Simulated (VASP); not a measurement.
Input:

```xyz
1
Lattice="-1.4791 1.4791 1.4791 1.4791 -1.4791 1.4791 1.4791 1.4791 -1.4791" Properties=species:S:1:pos:R:3 pbc="T T T"
V      0.0000     0.0000     0.0000
```

Level of theory: PBEsol GGA, VASP's PBE PAW potentials (set 64) (plane waves; VASP). Numerical set-up: PREC = Normal, EDIFF = 1E-5, 400 eV cut-off, 19×19×19 Γ-centred mesh, first-order Methfessel-Paxton smearing of 0.10 eV, potentials V_sv.

Question: Give the stress tensor in GPa (positive for a compressed cell).

Answer: 
```
-1.20   0.00   0.00
 0.00  -1.20   0.00
 0.00   0.00  -1.20
```
The pressure is its mean diagonal, -1.20 GPa.

The compound is V in the bcc structure. It was relaxed first, which changed the volume by -7 %. The run is not spin-polarised, so no magnetic state was tried.
